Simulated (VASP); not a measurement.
# LiH: the band gap, functional by functional, part 2 of 2

How does the band gap of LiH depend on the functional? The starting structure is a measured crystal structure from the Crystallography Open Database. Cell and atoms stay as given. Meshes and data sets differ where the inputs say so.

VASP 6.6.1.

Results so far: LDA 2.656 eV; PBE 3.018 eV; r2SCAN 3.611 eV; TB-mBJ 5.039 eV.

**6. Bands with HSE06**

Level of this step: HSE06; plane waves and PAW (Li_sv, H) (VASP).

HSE06 mixes in a quarter of exact exchange at short range, at far higher cost; in semiconductors this cures much of the gap error, while metals seldom gain. This run uses a 6×6×6 mesh. Its starting orbitals come from a semilocal run on the same mesh, not shown.

File INCAR:

```
SYSTEM = LiH
PREC = Accurate
ENCUT = 580
EDIFF = 1E-06
NELM = 100
ISMEAR = 0
SIGMA = 0.03
LREAL = .FALSE.
ALGO = Normal
LHFCALC = .TRUE.
AEXX = 0.25
GGA = PE
HFSCREEN = 0.2
LASPH = .TRUE.
NBANDS = 8
PRECFOCK = Fast
LORBIT = 11
LWAVE = .FALSE.
LCHARG = .FALSE.
KPAR = 4
```

File POSCAR:

```
LiH
1.0
    0.0000000000      2.0425000000      2.0425000000
    2.0425000000      0.0000000000      2.0425000000
    2.0425000000      2.0425000000      0.0000000000
Li H
1 1
Direct
    0.0000000000      0.0000000000      0.0000000000
    0.5000000000      0.5000000000      0.5000000000
```

File KPOINTS:

```
Automatic mesh
0
Gamma
6 6 6
0 0 0
```

File KPOINTS_OPT:

```
Line mode
10
Line-mode
Reciprocal
  0.00000000   0.00000000   0.00000000 GAMMA
  0.50000000   0.00000000   0.50000000 X

  0.50000000   0.00000000   0.50000000 X
  0.50000000   0.25000000   0.75000000 W

  0.50000000   0.25000000   0.75000000 W
  0.37500000   0.37500000   0.75000000 K

  0.37500000   0.37500000   0.75000000 K
  0.00000000   0.00000000   0.00000000 GAMMA

  0.00000000   0.00000000   0.00000000 GAMMA
  0.50000000   0.50000000   0.50000000 L

  0.50000000   0.50000000   0.50000000 L
  0.62500000   0.25000000   0.62500000 U

  0.62500000   0.25000000   0.62500000 U
  0.50000000   0.25000000   0.75000000 W

  0.50000000   0.25000000   0.75000000 W
  0.50000000   0.50000000   0.50000000 L

  0.50000000   0.50000000   0.50000000 L
  0.37500000   0.37500000   0.75000000 K

  0.62500000   0.25000000   0.62500000 U
  0.50000000   0.00000000   0.50000000 X
```

Potentials, in the order of the species: Li_sv and H (PBE family, release 64).

The run is started by

```sh
> mpirun -np 4 vasp_std
```

Numbers of over 12 decimals in the logs are rounded to 6 here.

Output:

```text
[banner, memory and clock lines left out]
running    4 mpi-ranks, on    1 nodes
[...]
LDA part: xc-table for (Slater+PW92), standard interpolation
 found WAVECAR, reading the header
 POSCAR, INCAR and KPOINTS ok, starting setup
[...]
reading WAVECAR
 the WAVECAR file was read successfully
 initial charge from wavefunction
 entering main loop
       N       E                     dE             d eps       ncg     rms          rms(c)
DAV:   1    -0.679054978297E+01   -0.67905E+01   -0.59754E-01   256   0.385E+00    0.463E-01
DAV:   2    -0.679279659655E+01   -0.22468E-02   -0.10047E-02   336   0.985E-01    0.324E-01
DAV:   3    -0.678972175032E+01    0.30748E-02   -0.14105E-03   272   0.210E-01    0.175E-01
DAV:   4    -0.678889238467E+01    0.82937E-03   -0.10653E-03   312   0.163E-01    0.861E-02
DAV:   5    -0.678872158908E+01    0.17080E-03   -0.34799E-04   368   0.981E-02    0.417E-02
DAV:   6    -0.678868854851E+01    0.33041E-04   -0.79791E-05   352   0.462E-02    0.213E-02
DAV:   7    -0.678868271062E+01    0.58379E-05   -0.19391E-05   344   0.249E-02    0.116E-02
DAV:   8    -0.678868200076E+01    0.70986E-06   -0.38815E-06   296   0.120E-02
   1 F= -.67886820E+01 E0= -.67886820E+01  d E =-.217295E-11
 Start KPOINTS_OPT (optional k-point list driver)
k-point batch [1-16\100]
       N       E                     dE             ncg
DAV:   1    -0.156874562496E+04   -0.41166E+04      256
DAV:   2    -0.163931322926E+04   -0.70568E+02      360
DAV:   3    -0.164081843055E+04   -0.15052E+01      368
DAV:   4    -0.164082496738E+04   -0.65368E-02      472
DAV:   5    -0.164082497554E+04   -0.81590E-05      456
DAV:   6    -0.164082497555E+04   -0.26866E-08      456
[...]
k-point batch [97-100\100]
       N       E                     dE             ncg
DAV:   1     0.186952877224E+04   -0.13794E+04       64
DAV:   2     0.185038666977E+04   -0.19142E+02       64
DAV:   3     0.184979393040E+04   -0.59274E+00      104
DAV:   4     0.184979160739E+04   -0.23230E-02      128
DAV:   5     0.184979160628E+04   -0.11165E-05      128
DAV:   6     0.184979160628E+04   -0.38608E-09      120
```

Wall time 32 s (4 MPI ranks of Intel Xeon 6975P-C (Granite Rapids), shared host); peak memory 0.99 GiB.

OUTCAR, selected parts (step 6):

```text
 POSITION                                       TOTAL-FORCE (eV/Angst)
 -----------------------------------------------------------------------------------
      0.00000      0.00000      0.00000         0.000000     -0.000000      0.000000
      2.04250      2.04250      2.04250        -0.000000      0.000000     -0.000000
 -----------------------------------------------------------------------------------
    total drift:                               -0.000000     -0.000000     -0.000000

  FREE ENERGIE OF THE ION-ELECTRON SYSTEM (eV)
  ---------------------------------------------------
  free  energy   TOTEN  =        -6.7886820008 eV

  energy  without entropy=       -6.7886820008  energy(sigma->0) =       -6.78868200

[... 1 part as in an earlier step ...]

[... 2 further parts left out ...]
[key lines of the parts left out:]
E-fermi :  -0.7356
```

HSE06 gives a direct gap of 4.020 eV. The least gap is +1.364 eV from that of LDA, on another mesh, which alone can move a gap by some hundredths of an eV.

**7. Bands with PBE0**

PBE0 keeps a quarter of exact exchange at all ranges; it tends to overshoot small gaps. This run uses a 6×6×6 mesh. It starts from the orbitals of an earlier run, not shown.

Edit INCAR of step 6 so:

```diff
@@ -12,3 +12,2 @@
 GGA = PE
-HFSCREEN = 0.2
 LASPH = .TRUE.
@@ -16,2 +15,3 @@
 PRECFOCK = Fast
+HFRCUT = -1
 LORBIT = 11
```

POSCAR is that of step 6.

KPOINTS is that of step 6.

KPOINTS_OPT is that of step 6.

The run is started by

```sh
> mpirun -np 4 vasp_std
```

Output:

```text
[banner, memory and clock lines left out]
running    4 mpi-ranks, on    1 nodes
[...]
LDA part: xc-table for (Slater+PW92), standard interpolation
 found WAVECAR, reading the header
 POSCAR, INCAR and KPOINTS ok, starting setup
[...]
HFRCUT set to (new)   9.578418
 reading WAVECAR
 the WAVECAR file was read successfully
 initial charge from wavefunction
 entering main loop
       N       E                     dE             d eps       ncg     rms          rms(c)
DAV:   1    -0.712558524151E+01   -0.71256E+01   -0.59432E-01   256   0.388E+00    0.451E-01
DAV:   2    -0.712980181916E+01   -0.42166E-02   -0.13786E-02   336   0.108E+00    0.329E-01
DAV:   3    -0.712661952189E+01    0.31823E-02   -0.11070E-03   288   0.209E-01    0.183E-01
DAV:   4    -0.712567813943E+01    0.94138E-03   -0.10857E-03   312   0.161E-01    0.906E-02
DAV:   5    -0.712548412326E+01    0.19402E-03   -0.41909E-04   376   0.104E-01    0.432E-02
DAV:   6    -0.712544923464E+01    0.34889E-04   -0.10444E-04   344   0.502E-02    0.215E-02
DAV:   7    -0.712544357033E+01    0.56643E-05   -0.24391E-05   384   0.265E-02    0.116E-02
DAV:   8    -0.712544291063E+01    0.65970E-06   -0.47216E-06   296   0.122E-02
   1 F= -.71254429E+01 E0= -.71254429E+01  d E =-.997665E-32
 Start KPOINTS_OPT (optional k-point list driver)
k-point batch [1-16\100]
       N       E                     dE             ncg
DAV:   1    -0.159257435914E+04   -0.41404E+04      256
DAV:   2    -0.166476088168E+04   -0.72187E+02      360
DAV:   3    -0.166624119970E+04   -0.14803E+01      368
DAV:   4    -0.166624764675E+04   -0.64470E-02      472
DAV:   5    -0.166624765470E+04   -0.79566E-05      464
DAV:   6    -0.166624765471E+04   -0.27094E-08      448
[...]
k-point batch [97-100\100]
       N       E                     dE             ncg
DAV:   1     0.186448764766E+04   -0.13845E+04       64
DAV:   2     0.184430110941E+04   -0.20187E+02       64
DAV:   3     0.184367467593E+04   -0.62643E+00       96
DAV:   4     0.184366981608E+04   -0.48599E-02      128
DAV:   5     0.184366980644E+04   -0.96458E-05      128
DAV:   6     0.184366980643E+04   -0.22239E-08      120
```

It took 23 s on 4 MPI ranks; peak memory 0.61 GiB.

Parts of OUTCAR (step 7):

```text
 POSITION                                       TOTAL-FORCE (eV/Angst)
 -----------------------------------------------------------------------------------
      0.00000      0.00000      0.00000        -0.000000     -0.000000     -0.000000
      2.04250      2.04250      2.04250         0.000000      0.000000      0.000000
 -----------------------------------------------------------------------------------
    total drift:                                0.000000      0.000000      0.000000

  FREE ENERGIE OF THE ION-ELECTRON SYSTEM (eV)
  ---------------------------------------------------
  free  energy   TOTEN  =        -7.1254429106 eV

  energy  without entropy=       -7.1254429106  energy(sigma->0) =       -7.12544291

[... 2 parts as in an earlier step ...]

[... 1 further part left out ...]
[key lines of the parts left out:]
E-fermi :  -0.9785
```

PBE0 gives a direct gap of 4.695 eV. The least gap is +2.039 eV from that of LDA, on another mesh, which alone can move a gap by some hundredths of an eV.

**8. Bands with r2SCAN-EpsX**

Here the share of exact exchange is set to the inverse of the computed dielectric constant, since screening weakens exchange. This run uses a 6×6×6 mesh. It starts from the orbitals of an earlier run, not shown.

Edit INCAR of step 7 so:

```diff
@@ -10,4 +10,4 @@
 LHFCALC = .TRUE.
-AEXX = 0.25
-GGA = PE
+AEXX = 0.214
+METAGGA = R2SCAN
 LASPH = .TRUE.
```

POSCAR is that of step 7.

KPOINTS is that of step 7.

KPOINTS_OPT is that of step 7.

The run is started by

```sh
> mpirun -np 4 vasp_std
```

Output:

```text
[banner, memory and clock lines left out]
running    4 mpi-ranks, on    1 nodes
[...]
[... a notice as in an earlier step ...]

 LDA part: xc-table for (None), standard interpolation
 found WAVECAR, reading the header
 POSCAR, INCAR and KPOINTS ok, starting setup
[...]
HFRCUT set to (new)   9.578418
 reading WAVECAR
 the WAVECAR file was read successfully
 initial charge from wavefunction
 entering main loop
       N       E                     dE             d eps       ncg     rms          rms(c)
DAV:   1    -0.746671021580E+01   -0.74667E+01   -0.11341E+00   256   0.718E+00    0.543E-01
DAV:   2    -0.747898162766E+01   -0.12271E-01   -0.22852E-02   336   0.141E+00    0.403E-01
DAV:   3    -0.748039459311E+01   -0.14130E-02   -0.38758E-03   256   0.532E-01    0.229E-01
DAV:   4    -0.748194639983E+01   -0.15518E-02   -0.25277E-03   256   0.392E-01    0.120E-01
[...]
DAV:  11    -0.748350198092E+01   -0.64244E-05   -0.24881E-06   264   0.149E-02    0.334E-03
DAV:  12    -0.748350446409E+01   -0.24832E-05   -0.10618E-06   272   0.988E-03    0.223E-03
DAV:  13    -0.748350533255E+01   -0.86846E-06   -0.45698E-07   256   0.652E-03
   1 F= -.74835053E+01 E0= -.74835053E+01  d E =-.979049E-41
 Start KPOINTS_OPT (optional k-point list driver)
k-point batch [1-16\100]
       N       E                     dE             ncg
DAV:   1    -0.161115171226E+04   -0.41590E+04      256
DAV:   2    -0.168697113497E+04   -0.75819E+02      360
DAV:   3    -0.168839081034E+04   -0.14197E+01      408
DAV:   4    -0.168839592581E+04   -0.51155E-02      464
DAV:   5    -0.168839593058E+04   -0.47739E-05      456
DAV:   6    -0.168839593059E+04   -0.22319E-08      464
[...]
k-point batch [97-100\100]
       N       E                     dE             ncg
DAV:   1     0.185932841404E+04   -0.13896E+04       64
DAV:   2     0.183829304906E+04   -0.21035E+02       64
DAV:   3     0.183767935371E+04   -0.61370E+00       96
DAV:   4     0.183767472424E+04   -0.46295E-02      112
DAV:   5     0.183767471536E+04   -0.88778E-05      128
DAV:   6     0.183767471536E+04   -0.56707E-09      120
```

Run time: 29 s. Hardware: 4 MPI ranks; peak memory 0.63 GiB; 99 s of CPU time.

Parts of OUTCAR (step 8):

```text
 POSITION                                       TOTAL-FORCE (eV/Angst)
 -----------------------------------------------------------------------------------
      0.00000      0.00000      0.00000         0.000000      0.000000     -0.000000
      2.04250      2.04250      2.04250        -0.000000     -0.000000      0.000000
 -----------------------------------------------------------------------------------
    total drift:                                0.000000      0.000000      0.000000

  FREE ENERGIE OF THE ION-ELECTRON SYSTEM (eV)
  ---------------------------------------------------
  free  energy   TOTEN  =        -7.4835053325 eV

  energy  without entropy=       -7.4835053325  energy(sigma->0) =       -7.48350533

[... 2 parts as in an earlier step ...]

[... 1 further part left out ...]
[key lines of the parts left out:]
E-fermi :  -0.9763
```

r2SCAN-EpsX gives a direct gap of 4.911 eV. The least gap is +2.256 eV from that of LDA, on another mesh, which alone can move a gap by some hundredths of an eV.

**9. Comparison**

| level | gap (eV) | least direct gap (eV) | mesh | core minutes |
| --- | --- | --- | --- | --- |
| LDA | 2.656 | 2.656 | 10×10×10 | 0.187 |
| PBE | 3.018 | 3.018 | 10×10×10 | 0.213 |
| r2SCAN | 3.611 | 3.611 | 10×10×10 | 0.6 |
| TB-mBJ | 5.039 | 5.039 | 10×10×10 | 0.973 |
| HSE06 | 4.02 | 4.021 | 6×6×6 | 2.13 |
| PBE0 | 4.695 | 4.695 | 6×6×6 | 1.53 |
| r2SCAN-EpsX | 4.911 | 4.912 | 6×6×6 | 1.93 |

Core minutes are wall time times ranks of the run shown, on a shared host.

**10. Results**

```
gap, LDA         : 2.656 eV
gap, PBE         : 3.018 eV
gap, r2SCAN      : 3.611 eV
gap, TB-mBJ      : 5.039 eV
gap, HSE06       : 4.020 eV
gap, PBE0        : 4.695 eV
gap, r2SCAN-EpsX : 4.911 eV
```

Without spin-orbit coupling the gap of LiH runs from 2.656 eV (LDA) to 5.039 eV (TB-mBJ). HSE06 gives +1.00 eV from PBE, on another mesh, which alone can move a gap by some hundredths of an eV. TB-mBJ lies +1.02 eV from HSE06, on another mesh, which alone can move a gap by some hundredths of an eV. These are gaps between Kohn-Sham or generalised Kohn-Sham levels of a static lattice, without excitons or temperature. Further runs on this material are not shown.

[Lines on the potential files, build, host, timing and source positions are cut from VASP's logs without a mark.]

[Logs are printed without paths, hosts, clocks, repeated set-up lines and the standing remarks that a program may print on its own settings, such as how far it seeks lower states.]

[Hosts, paths, dates, database ids (printed as entryN), source tags and the programs' standing remarks are cut or masked in the printed files.]
